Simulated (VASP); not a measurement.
LaTiH3, 5 atoms in the cell. It takes space group Pm-3m (No. 221, cubic). Conventional cell: a = 3.954 Å, b = 3.954 Å, c = 3.954 Å, α = 90.00°, β = 90.00°, γ = 90.00°. Around La (site symmetry m-3m) lie 12 H at 2.80 Å. Ti (site symmetry m-3m) has 6 H at 1.98 Å as nearest neighbours. H (site symmetry 4/mmm) has 2 Ti at 1.98 Å as nearest neighbours. The cell was built by a generator and needn't be a form met in nature. The cell isn't the ideal one: species swapped into the LuBPd3 type (Pm-3m, No. 221).

```yaml
Program: VASP 6.6.1
Task: relaxation of cell and atoms
Functional: PBE
Potentials_or_basis: VASP PAW PBE potentials, release 64 (La, Ti_sv, H)
Cutoff: 600 eV
k_mesh: 10 × 10 × 10
Occupations: gaussian, width 0.1 eV
Spin: no spin polarisation
Dipole_correction: no
Further_INCAR_settings: ALGO = Fast; EDIFF = 1e-06; IBRION = 2; EDIFFG = -0.01; NSW = 100; ISIF = 3
```

Potentials or basis: VASP PAW PBE potentials, release 64 (La, Ti_sv, H).

Run with:

```console
$ cat potpaw_PBE.64/La/POTCAR potpaw_PBE.64/Ti_sv/POTCAR potpaw_PBE.64/H/POTCAR > POTCAR
$ mpirun -np 1 vasp_std > vasp.out
```

Hardware: 1 thread of AMD EPYC 9R45 (Zen 5), on a shared host.

Estimate the wall time of this run.

It took 5.6 min on 1 thread of AMD EPYC 9R45 (Zen 5), on a shared host, peak memory 0.24 GiB. Counts: scf iterations 140, k points 56, ion steps 3.
